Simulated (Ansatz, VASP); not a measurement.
**Be2H3I: VASP beside Ansatz**

One calculation is typed for both programs; each brings its own data sets. How far apart do they land? The cell is generated by rule, not measured, and may not be a known phase. Of the first pair: The cell is taken from a series of runs on this material, whose earlier steps may have relaxed, scaled, displaced or heated it; both programs get it as it stands.

Program: Ansatz 0.2.0. Level of theory: plane waves, with VASP 6.6.1 beside it; relaxation of cell and atoms at PBEsol. Results are calculated unless marked as measured.

## (1) The starting structure

It takes space group C2 (No. 5, monoclinic). The conventional cell has a = 7.226 Å, b = 4.154 Å, c = 6.174 Å, α = 90.00°, β = 120.26°, γ = 90.00°. Nearest to Be lie 3 H at 1.43 to 1.45 Å and 1 I at 2.41 Å. Nearest to H lie 2 Be at 1.43 Å. H has 2 Be at 1.44 to 1.45 Å nearest. I has 2 Be at 2.41 Å nearest. Farther neighbours and most contacts between anions are not listed.

## (2) VASP: relaxation of cell and atoms, PBEsol, pair 1

The relaxed volume is the usual yardstick between codes: in a stiff, nearly cubic crystal its relative difference is about their pressure difference at one cell divided by the bulk modulus.

Lines of VASP's logs that name or quote its potential files are left out, and so is its time.

Contents of INCAR:

```
SYSTEM = Be2H3I
PREC = Accurate
ENCUT = 600
EDIFF = 1E-07
NELM = 120
ISMEAR = 0
SIGMA = 0.01
LREAL = .FALSE.
ALGO = Normal
GGA = PS
NBANDS = 13
LORBIT = 11
LWAVE = .FALSE.
LCHARG = .FALSE.
ISIF = 3
IBRION = 2
NSW = 80
EDIFFG = -0.005
LASPH = .TRUE.
GGA_COMPAT = .FALSE.
NELMIN = 4
EFERMI = MIDGAP
KPAR = 2
```

Contents of POSCAR:

```
Be2H3I
1.0
    3.6131370000     -2.0769990000      0.0000000000
    3.6131370000      2.0769990000      0.0000000000
   -3.1113090000      0.0000000000      5.3328100000
Be H I
2 3 1
Direct
    0.4752823416      0.8029868807      0.4186607061
    0.1970132577      0.5247177968      0.5813392939
    0.2084351720      0.7915649664      0.5000000000
    0.8357687822      0.4735586897      0.4334890986
    0.5264414487      0.1642313561      0.5665109014
    0.1311464281      0.8688535719      0.0000000000
```

Contents of KPOINTS:

```
Automatic mesh
0
Gamma
6 6 4
0 0 0
```

Potentials, in the order of the species: Be, H and I (PBE family, release 64).

The run is started by

```sh
> mpirun -np 2 vasp_std
```

Numbers of over 12 decimals in the logs are rounded to 6 here.

The program printed:

```text
[banner, memory and clock lines left out]
running    2 mpi-ranks, on    1 nodes
 distrk:  each k-point on    1 cores,    2 groups
 distr:  one band on    1 cores,    1 groups

 POSCAR found type information on POSCAR BeH I
 POSCAR found :  3 types and       6 ions
|                                                                             |
|               ----> ADVICE to this user running VASP <----                  |
|                                                                             |
|     You enforced a specific xc type in the INCAR file but a different       |
|     [... a line on the potential file left out ...]
|     I HOPE YOU KNOW WHAT YOU ARE DOING!                                     |
|                                                                             |

 LDA part: xc-table for (Slater+PW92), standard interpolation
 POSCAR, INCAR and KPOINTS ok, starting setup
 FFT: planning ... GRIDC
 FFT: planning ... GRID_SOFT
 FFT: planning ... GRID
 WAVECAR not read
 entering main loop
       N       E                     dE             d eps       ncg     rms          rms(c)
DAV:   1     0.312521340162E+02    0.31252E+02   -0.55399E+03  1222   0.949E+02
DAV:   2    -0.183100680851E+02   -0.49562E+02   -0.46482E+02  1553   0.145E+02
DAV:   3    -0.213826889642E+02   -0.30726E+01   -0.30519E+01  1653   0.400E+01
DAV:   4    -0.214273207624E+02   -0.44632E-01   -0.44621E-01  1561   0.514E+00
DAV:   5    -0.214281889217E+02   -0.86816E-03   -0.86814E-03  1710   0.678E-01    0.644E+00
DAV:   6    -0.206127734109E+02    0.81542E+00   -0.44511E-01  1552   0.427E+00    0.355E+00
DAV:   7    -0.202866699200E+02    0.32610E+00   -0.81521E-01  1620   0.602E+00    0.644E-01
DAV:   8    -0.202964435096E+02   -0.97736E-02   -0.10224E-01  1387   0.205E+00    0.632E-01
DAV:   9    -0.202968515859E+02   -0.40808E-03   -0.17270E-03  1673   0.278E-01    0.474E-01
DAV:  10    -0.202978142861E+02   -0.96270E-03   -0.18589E-03  1502   0.267E-01    0.104E-01
DAV:  11    -0.202978292768E+02   -0.14991E-04   -0.13583E-04  1550   0.852E-02    0.806E-02
DAV:  12    -0.202978377924E+02   -0.85156E-05   -0.35435E-05  1570   0.411E-02    0.329E-02
DAV:  13    -0.202978367816E+02    0.10108E-05   -0.41501E-06  1625   0.144E-02    0.173E-02
DAV:  14    -0.202978367579E+02    0.23676E-07   -0.12032E-06  1535   0.751E-03    0.516E-03
DAV:  15    -0.202978367668E+02   -0.89061E-08   -0.10169E-07  1158   0.210E-03
   1 F= -.20297837E+02 E0= -.20297837E+02  d E =-.202978E+02
 curvature:   0.00 expect dE= 0.000E+00 dE for cont linesearch  0.000E+00
 trial: gam= 0.00000 g(F)=  0.204E-04 g(S)=  0.654E-04 ort = 0.000E+00 (trialstep = 0.100E+01)
 search vector abs. value=  0.858E-04
 bond charge predicted
       N       E                     dE             d eps       ncg     rms          rms(c)
DAV:   1    -0.202979489586E+02   -0.11220E-03   -0.12128E-03  1417   0.217E-01    0.354E-02
DAV:   2    -0.202979055445E+02    0.43414E-04   -0.76942E-05  1387   0.563E-02    0.198E-02
DAV:   3    -0.202978947765E+02    0.10768E-04   -0.47788E-05  1547   0.344E-02    0.123E-02
DAV:   4    -0.202978946035E+02    0.17305E-06   -0.20055E-06  1412   0.105E-02    0.131E-02
DAV:   5    -0.202978943263E+02    0.27719E-06   -0.14936E-07  1462   0.263E-03    0.408E-03
DAV:   6    -0.202978941391E+02    0.18715E-06   -0.77750E-08   899   0.195E-03    0.241E-03
DAV:   7    -0.202978940954E+02    0.43698E-07   -0.25618E-08   626   0.112E-03
   2 F= -.20297894E+02 E0= -.20297894E+02  d E =-.573286E-04
 trial-energy change:   -0.000057  1 .order   -0.000059   -0.000086   -0.000032
 step:   1.8245(harm=  1.5875)  dis= 0.00080  next Energy=   -20.297906 (dE=-0.696E-04)
 bond charge predicted
       N       E                     dE             d eps       ncg     rms          rms(c)
DAV:   1    -0.202979382352E+02   -0.44096E-04   -0.82332E-04  1422   0.179E-01    0.289E-02
DAV:   2    -0.202979089731E+02    0.29262E-04   -0.51933E-05  1395   0.463E-02    0.162E-02
DAV:   3    -0.202979016201E+02    0.73530E-05   -0.32133E-05  1562   0.282E-02    0.100E-02
DAV:   4    -0.202979014805E+02    0.13963E-06   -0.13412E-06  1407   0.857E-03    0.107E-02
DAV:   5    -0.202979012698E+02    0.21069E-06   -0.92352E-08  1155   0.217E-03    0.318E-03
DAV:   6    -0.202979011201E+02    0.14970E-06   -0.70396E-08   836   0.189E-03    0.196E-03
DAV:   7    -0.202979010843E+02    0.35745E-07   -0.19489E-08   626   0.111E-03
   3 F= -.20297901E+02 E0= -.20297901E+02  d E =-.643175E-04
 curvature:  -0.66 expect dE=-0.353E-05 dE for cont linesearch -0.117E-05
 trial: gam= 0.00000 g(F)=  0.119E-05 g(S)=  0.412E-05 ort =-0.123E-04 (trialstep = 0.116E+01)
 search vector abs. value=  0.531E-05
 reached required accuracy - stopping structural energy minimisation
```

Parts of OUTCAR (step 2):

```text
ion  position               nearest neighbor table
   1  0.475  0.803  0.419-   3 1.43   4 1.44   5 1.45   6 2.41
   2  0.197  0.525  0.581-   3 1.43   5 1.44   4 1.45   6 2.41
   3  0.208  0.792  0.500-   1 1.43   2 1.43
   4  0.836  0.474  0.433-   1 1.44   2 1.45
   5  0.526  0.164  0.567-   2 1.44   1 1.45
   6  0.131  0.869  0.000-   1 2.41   2 2.41

  LATTYP: Found a base centered monoclinic cell.
 ALAT       =     7.2262740000
 B/A-ratio  =     0.5748464561
 C/A-ratio  =     0.8543915208
 COS(beta)  =    -0.5039318302

 Subroutine GETGRP returns: Found  2 space group operations
 (whereof  2 operations were pure point group operations)

The static configuration has the point symmetry C_2 .

 Found     47 irreducible k-points:

   k-points           NKPTS =     47   k-points in BZ     NKDIM =     47   number of bands    NBANDS=     13

   dimension x,y,z NGX =    36 NGY =   36 NGZ =   50
   dimension x,y,z NGXF=    72 NGYF=   72 NGZF=  100

   ENCUT  =  600.0 eV  44.10 Ry    6.64 a.u.   8.32  8.32 12.33*2*pi/ulx,y,z

   NELECT =      14.0000    total number of electrons

 k-points in reciprocal lattice and weights: Automatic mesh
   0.00000000  0.00000000  0.00000000       0.007
   0.16666667  0.00000000  0.00000000       0.028
   0.33333333  0.00000000 -0.00000000       0.028
   0.50000000  0.00000000  0.00000000       0.014
   0.16666667  0.16666667  0.00000000       0.014
   0.33333333  0.16666667  0.00000000       0.028
   0.50000000  0.16666667  0.00000000       0.028
  -0.33333333  0.16666667  0.00000000       0.028
  -0.16666667  0.16666667  0.00000000       0.014
[...]
-0.33333333  0.33333333  0.50000000       0.014
   0.50000000  0.50000000  0.50000000       0.007

 average (electrostatic) potential at core
       1 -37.4951       2 -37.4951       3 -33.5369       4 -33.6066       5 -33.6066
       6 -93.1684

 E-fermi :   3.1278

 k-point     1 :       0.0000    0.0000    0.0000
  band No.  band energies     occupation
    ...
      3      -2.4550      2.00000
      4      -0.9060      2.00000
      5      -0.5973      2.00000
      6       1.0870      2.00000
      7       1.4008      2.00000
      8       5.9223      0.00000
      9       5.9416      0.00000
     10       7.5420      0.00000
     11       8.3351      0.00000
     12       9.1026      0.00000
    ...

 k-point     2 :       0.1667    0.0000    0.0000
  band No.  band energies     occupation
    ...
      3      -2.2402      2.00000
      4      -1.4508      2.00000
      5      -0.8875      2.00000
      6       0.5679      2.00000
      7       1.2100      2.00000
      8       6.1825      0.00000
      9       6.4175      0.00000
     10       8.0049      0.00000
     11       8.2416      0.00000
     12       8.6685      0.00000
    ...

 k-point     3 :       0.3333    0.0000   -0.0000
  band No.  band energies     occupation
    ...
      3      -2.7749      2.00000
      4      -1.8479      2.00000
      5      -1.2797      2.00000
      6       0.0226      2.00000
      7       0.8921      2.00000
      8       5.8123      0.00000
      9       6.6802      0.00000
     10       7.4210      0.00000
     11       8.3128      0.00000
     12       9.4449      0.00000
    ...

  Total       -0.0042952     -0.0096717     -0.0176405      0.0000000      0.0000000     -0.0066617
  in kB       -0.0857829     -0.1931629     -0.3523132      0.0000000      0.0000000     -0.1330466
  external PRESSURE =      -0.2104197 kB  Pullay stress =       0.0000000 kB

  energy-cutoff  :      600.00
  volume of cell :       80.22
      direct lattice vectors                 reciprocal lattice vectors
     3.615821346 -2.078405969 -0.000356827     0.138289130 -0.240568978  0.080682192
     3.615821346  2.078405969 -0.000356827     0.138289130  0.240568978  0.080682192
    -3.114147184  0.000000000  5.337642625     0.000018490  0.000000000  0.187359411

 POSITION                                       TOTAL-FORCE (eV/Angst)
 -----------------------------------------------------------------------------------
      3.31824      0.68098      2.23408         0.000608      0.002074      0.001745
      0.79925      0.68098      3.10285        -0.000608      0.002074     -0.001745
      2.05875      1.21276      2.66846         0.000000      0.000805     -0.000000
      3.38355     -0.75328      2.31273        -0.000400     -0.001507      0.000026
      0.73395     -0.75328      3.02419         0.000400     -0.001507     -0.000026
      0.50167      1.53364      5.33729         0.000000     -0.001940      0.000000
 -----------------------------------------------------------------------------------
    total drift:                               -0.000084      0.000370      0.000002

  FREE ENERGIE OF THE ION-ELECTRON SYSTEM (eV)
  ---------------------------------------------------
  free  energy   TOTEN  =       -20.2979010843 eV

  energy  without entropy=      -20.2979010843  energy(sigma->0) =      -20.29790108

 reached required accuracy - stopping structural energy minimisation

 total charge
# of ion       s       p       d       tot
------------------------------------------
    1        0.398   0.659   0.000   1.056
    2        0.398   0.659   0.000   1.056
    3        0.604   0.006   0.000   0.610
    4        0.595   0.008   0.000   0.602
    5        0.595   0.008   0.000   0.602
    6        1.495   2.832   0.017   4.345
--------------------------------------------------
tot          4.084   4.171   0.017   8.272

[... 3 further parts left out ...]
```

The run keeps the 2 symmetry operations of its start, so it cannot find a distortion of lower symmetry.

## (3) Ansatz: relaxation of cell and atoms, PBEsol, pair 1

Ansatz runs on its default PAW (the set named soft_2) files.

The same cell, functional and mesh now go to Ansatz, which takes its cutoff from its data sets.

Contents of input.yaml:

```yaml
crystal:
  lattice:
    - [3.6131373118, -2.076998844, 0.0]
    - [3.6131373118, 2.076998844, 0.0]
    - [-3.1113089152, 0.0, 5.3328104449]
  atoms:
    - { symbol: Be, position: [0.4752822979, 0.8029867246, 0.4186606846] }
    - { symbol: Be, position: [0.1970132754, 0.5247177021, 0.5813393154] }
    - { symbol: H, position: [0.2084351223, 0.7915648777, 0.5] }
    - { symbol: H, position: [0.8357686514, 0.4735587085, 0.433489107] }
    - { symbol: H, position: [0.5264412915, 0.1642313486, 0.566510893] }
    - { symbol: I, position: [0.1311464181, 0.8688535819, 0.0] }
kpoints:
  mp_grid: { grid: [6, 6, 4] }
hamiltonian:
  xc: pbesol
scf:
  occupations: { method: fixed }
output:
  forces: true
  stress: true
  eigenvalues: true
relax:
  adjacent_minimum: "off"
  f_tol: 0.001
  max_steps: 60
  cell: { stress_tol: 0.01 }
```

The run is started by

```sh
> ansatz run input.yaml --threads 4 --pin off --max-ram 7168MiB --backend cpu --events-out ev --progress --plain --runs-dir out
```

The program printed:

```text
Engine: ansatz 0.2.0, aarch64-unknown-linux-gnu
Pseudopotentials: kind: paw
Pseudopotential: Be, paw, valence charge 2, recommended cutoff 420 eV (normal), Be.paw.azcp
Pseudopotential: H, paw, valence charge 1, recommended cutoff 420 eV (normal), H.paw.azcp
Pseudopotential: I, paw, valence charge 17, recommended cutoff 420 eV (normal), I.paw.azcp
Functional definition: PBEsol
  exchange = pbesol_x
  correlation = pbesol_c
Crystal: 6 atoms, lattice volume = 80.040 Å³
Basis set: ecut = 420 eV, 1551 PW (Γ), exchange–correlation on 60×60×90 points (8 copies of the dense FFT grid, shifted against one another)
Bands: 18, of which v1, the nominal top of the filled ones, is band 12 counted from 1 (11 counted from 0)
Symmetry: 2 space group operations
Space group: C2 (ITA 5), of the structure as read, at distance tolerance 4.3e-5 Å
k-points: 47 of 144 (time reversal used)
Non-local potential: Be, projectors of the file, l = 0: 2, l = 1: 2, l = 2: 1
Non-local potential: H, projectors of the file, l = 0: 2, l = 1: 1
Non-local potential: I, projectors of the file, l = 0: 2, l = 1: 2, l = 2: 2, l = 3: 2
PAW form: soft (Blöchl's): semilocal exchange-correlation on the pseudo side does not see the compensation charge
PAW frozen core: Be, regenerated for the run's functional, and the local potential with it (the file was generated under x = pbe(κ = 0.804, μ = 0.219515), c = pbe(β = 0.066725))
PAW frozen core: I, regenerated for the run's functional, and the local potential with it (the file was generated under x = pbe(κ = 0.804, μ = 0.219515), c = pbe(β = 0.066725))
PAW one-centre angular grid: Be, 110 points (default); XC on 64 Gauss nodes
PAW one-centre angular grid: H, 110 points (default); XC on 64 Gauss nodes
PAW one-centre angular grid: I, 590 points (default); XC on 64 Gauss nodes
Initial density: superposition of atomic densities (neutral atoms: chi_scale 0, normalization atom), corrected by the library's trained network
Initial wavefunctions: pseudopotential atomic-orbital guess
Functional: x = pbesol(κ = 0.804, μ = 0.123457), c = pbesol(β = 0.046)
SCF iter   1: F=—  HF=-7660.631102 eV  |F-HF|=—  |Δ(HF+E_count)|=         —  Δρ=7.15e-3  dr2=6.61e-2  ethr=1.77e-3  ⟨swp⟩=6.7  Hψ=4407  notcnv=0  defer=187
preconditioner: auto → none  [insulator: Δε(μ)=3.001 eV  Ē_g=10.674 eV  n_scr=16 (ndim 8)  ℏωp=15.5 eV  f_vac=0.006  ε∞_Penn≈3.1]
SCF iter   2: F=—  HF=-7660.604720 eV  |F-HF|=—  |Δ(HF+E_count)|=   2.64e-2  Δρ=2.30e-3  dr2=4.53e-3  ethr=2.75e-4  ⟨swp⟩=3.0  Hψ=1448  notcnv=0  defer=188
SCF iter   3: F=—  HF=-7660.603606 eV  |F-HF|=—  |Δ(HF+E_count)|=   1.11e-3  Δρ=6.58e-4  dr2=3.26e-4  ethr=1.89e-5  ⟨swp⟩=2.0  Hψ=1201  notcnv=0  defer=188
SCF iter   4: F=—  HF=-7660.603618 eV  |F-HF|=—  |Δ(HF+E_count)|=   1.23e-5  Δρ=1.76e-4  dr2=1.69e-5  ethr=1.36e-6  ⟨swp⟩=2.0  Hψ=1119  notcnv=0  defer=188
SCF iter   5: F=—  HF=-7660.603644 eV  |F-HF|=—  |Δ(HF+E_count)|=   2.62e-5  Δρ=2.38e-5  dr2=2.58e-7  ethr=7.03e-8  ⟨swp⟩=2.0  Hψ=1115  notcnv=0  defer=187
SCF iter   6: F=-7660.603645 eV  HF=-7660.603645 eV  |F-HF|=7.89e-9  |Δ(HF+E_count)|=   2.90e-7  Δρ=3.89e-6  dr2=6.11e-9  ethr=4.17e-10  ⟨swp⟩=12.2  Hψ=5448  notcnv=0
SCF 1 converged in 6 iterations: F = -7660.603645 eV  dr2 = 6.11e-9
  greatest PAW one-centre occupation: 0.999 electrons in one spin orbital (limit 2), on the I atom at site 5 (counted from 0), in its partial waves of l = 2
relax step   1: F+E_penalty+E_count = -7660.60364465 eV  Δ(F+E_penalty+E_count) = +0.000e0 eV  max|allowed force component| = 5.567e-4 eV/Å  Δτ_max = 0.0000 Å  P = +0.005 GPa  Ω = 80.040 Å³  (6 SCF iters, dr2 threshold 1.00e-7 eV, accepted)
[...]
relax step   2: F+E_penalty+E_count = -7660.60364586 eV  Δ(F+E_penalty+E_count) = -1.211e-6 eV  max|allowed force component| = 6.589e-4 eV/Å  Δτ_max = 0.0003 Å  P = +0.001 GPa  Ω = 80.043 Å³  energy of the carried Pulay correction = -1.799e-6 eV  (4 SCF iters, dr2 threshold 1.04e-9 eV, accepted)
[...]
relax step   3: F+E_penalty+E_count = -7660.60365206 eV  Δ(F+E_penalty+E_count) = -6.207e-6 eV  max|allowed force component| = 2.456e-4 eV/Å  Δτ_max = 0.0008 Å  P = -0.001 GPa  Ω = 80.035 Å³  energy of the carried Pulay correction = +2.530e-6 eV  (6 SCF iters, accepted)
[...]
relax step   4: F+E_penalty+E_count = -7660.60365377 eV  Δ(F+E_penalty+E_count) = -1.708e-6 eV  max|allowed force component| = 2.457e-4 eV/Å  Δτ_max = 0.0000 Å  P = -0.001 GPa  Ω = 80.035 Å³  stress off target by 4.07e-3 GPa  SCF on the basis re-selected at this cell (its energy is not comparable with the rows above)  (6 SCF iters)
basis re-selected at this cell: Δ(F+E_penalty+E_count) = -1.708e-6 eV, ΔP = -0.000 GPa vs the last step (what re-selecting the basis moved, of the pressure what is left beyond the Pulay correction that the steps carried, after the strain that the cell walked since its last selection, with what the two solves' SCF thresholds leave and, on support functions, any second-order correction that the steps lacked; it is no m [...]
SCF converged after 6 iterations
Free energy (F): -7660.603654 eV
Harris-Foulkes:  -7660.603654 eV  (|F-HF|=1.82e-12)
Internal energy: -7660.603654 eV  (E = F + TS)
E sigma→0 (E₀):  -7660.603654 eV
Fermi energy:    3.299786 eV
--- Per-component energies (eV) ---
  E_band       = -425.369643
  E_kinetic    = 268.726364
  E_local      = -2318.968701  (includes V_loc(G=0)·N_el)
  E_nonlocal   = -74.411371
  E_hartree    = 1162.304740
  E_xc         = -191.020051
  E_vxc        = -202.165226  (∫ρ·V_xc dr)
  E_paw        = -4853.367249  (= ΣΔE_a)
  E_vpaw       = -423.156304  (= ΣTr[D̂ρ^β])
  E_aug_tail   = -0.003873  (compensation charges beyond the density's cutoff)
  E_ewald      = -1654.294717
  E_core_change = 0.431205  (= ΣΔE_core)
  E_smearing   = -0.000000  (= −TS)
  E_closure    = -0.000000  (closes the sum)
  Σ components = -7660.603654   (vs F -7660.603654, Δ=0.00e0)
--- Forces (eV/Å), atoms counted from 1 ---
  atom   1  Be    -0.00001664     0.00009089     0.00016244
  atom   2  Be     0.00001664     0.00009089    -0.00016244
  atom   3  H      0.00000000     0.00005725     0.00000000
  atom   4  H      0.00010891     0.00000312     0.00023557
  atom   5  H     -0.00010891     0.00000312    -0.00023557
  atom   6  I     -0.00000000    -0.00024583     0.00000000
  max |Σ_I F_I| component: 5.58e-7 eV/Å
--- Stress (GPa, compression-positive) ---
       -0.003019       0.000000      -0.001892
        0.000000       0.001360      -0.000000
       -0.001901      -0.000000      -0.000645
  P = ⅓ Tr σ = -0.0008 GPa (-0.008 kbar)
--- Band table (eV; the first three rows and the last of 47) ---
  k-point 0: bands = [... 8 lower, 0.6419, 0.9518, 2.6416, 2.9588, 7.4895, 7.5076, 9.1090, 9.9039, ... 2 higher]
  k-point 1: bands = [... 8 lower, 0.6653, 0.9101, 2.6123, 3.1184, 7.2518, 7.7469, 7.9590, 9.5163, ... 2 higher]
  k-point 2: bands = [... 8 lower, 0.7965, 1.4112, 2.5837, 3.2998, 6.0788, 7.4092, 8.0110, 9.5386, ... 2 higher]
  k-point 46: bands = [... 8 lower, -0.2406, 0.1339, 1.4471, 2.0923, 6.6333, 6.8596, 8.2958, 11.0714, ... 2 higher]
--- Relaxed structure (3 steps of the walk, 3 accepted, 1 SCFs on fresh bases) ---
  F+E_penalty+E_count = -7660.60365377 eV   max|allowed force component| = 2.457e-4 eV/Å   (the final SCF, on the basis selected at the relaxed cell)
  cell:  # Å, volume = 80.0347 Å³
    - [3.613701, -2.076788, -0.00224155]
    - [3.613701, 2.076788, -0.00224155]
    - [-3.115103, 0.0, 5.334105]
  atoms:
    - { symbol: Be, position: [0.475218, 0.803008, 0.418672] }
    - { symbol: Be, position: [0.196992, 0.524782, 0.581328] }
    - { symbol: H, position: [0.208539, 0.791461, 0.500000] }
    - { symbol: H, position: [0.835679, 0.473416, 0.433293] }
    - { symbol: H, position: [0.526584, 0.164321, 0.566707] }
    - { symbol: I, position: [0.131073, 0.868927, 0.0] }
```

(Continued in part 2 of 2.)

[Lines on the potential files, build, host, timing and source positions are cut from VASP's logs without a mark.]

[Logs are printed without paths, hosts, clocks, repeated set-up lines and the standing remarks that a program may print on its own settings, such as how far it seeks lower states.]

[Hosts, paths, dates, database ids (printed as entryN), source tags and the programs' standing remarks are cut or masked in the printed files.]
